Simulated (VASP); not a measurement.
Here is a VASP 6.6.1 calculation.

The input INCAR:

```
SYSTEM = B7I
ALGO = Fast
EDIFF = 1E-6
ENCUT = 520
GGA = PE
ISIF = 2
ISMEAR = 0
LASPH = .TRUE.
LCHARG = .FALSE.
LREAL = .FALSE.
LWAVE = .FALSE.
NBANDS = 24
NELM = 60
PREC = Accurate
SIGMA = 0.1
```

Contents of KPOINTS:

```
k-points
0
G
  10 10 10
  0 0 0
```

File POSCAR:

```
B7I
1.0
   -2.6938638113      2.6938638113      2.6938638113
    2.6938638113     -2.6938638113      2.6938638113
    2.6938638113      2.6938638113     -2.6938638113
B I
7 1
Direct
    0.5000000000      0.5000000000      0.5000000000
    0.0000000000      0.0000000000      0.5000000000
    0.0000000000      0.5000000000      0.0000000000
    0.5000000000      0.0000000000      0.0000000000
    0.0000000000      0.5000000000      0.5000000000
    0.5000000000      0.0000000000      0.5000000000
    0.5000000000      0.5000000000      0.0000000000
    0.0000000000      0.0000000000      0.0000000000
```

Potentials or basis: VASP PAW PBE potentials, release 64 (B, I).

The run is started by

```console
$ cat potpaw_PBE.64/B/POTCAR potpaw_PBE.64/I/POTCAR > POTCAR
$ mpirun -np 1 vasp_std > vasp.out
```

**Question.** Estimate the band gap on the k mesh.

**Answer.** None (metal or under the smearing width).

**Question.** What does it give for the pressure?

**Answer.** -0.1 GPa.

The run has no spin-orbit coupling, so splittings on I are missing.
